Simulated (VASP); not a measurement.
## SiO2 (space group P3_221): computed properties

The numbers are results of PBEsol GGA, VASP's PBE PAW potentials (set 64) (plane waves; VASP), not measurements.

| Item | Value |
|---|---|
| space group | P3_221 (154) |
| cell | a = b = 4.9461 Å, c = 5.4481 Å, α = β = 90.00°, γ = 120.00° |
| volume per atom | 12.83 Å³/atom |
| band gap (over mesh and band path) | 5.71 eV |
| smallest direct gap (over mesh and band path) | 6.00 eV |
| band-edge character | indirect, K to Γ |
| density | 2.59 g/cm³ |
| mean ε∞ (independent particles) | 2.56 |

```
O2Si
1.0
    4.94613     0.00000     0.00000
   -2.47306     4.28347     0.00000
    0.00000     0.00000     5.44805
Si O
3 6
Cartesian
  3.78479   2.01149   1.81602
  1.31173   2.27198   0.00000
  2.32267   0.00000   3.63204
 -1.09557   3.13475   2.98826
  0.30608   1.76730   1.17225
  0.78949   3.66489   4.80428
  3.26256   0.61858   2.45979
  1.37749   1.14872   4.27581
  2.77914   2.51617   0.64378
```

The structure comes from a computed database's SiO2 entry (P3_221); how it stands against other phases isn't given here. It was relaxed first. Symmetry was kept, so distortions that lower it aren't found.
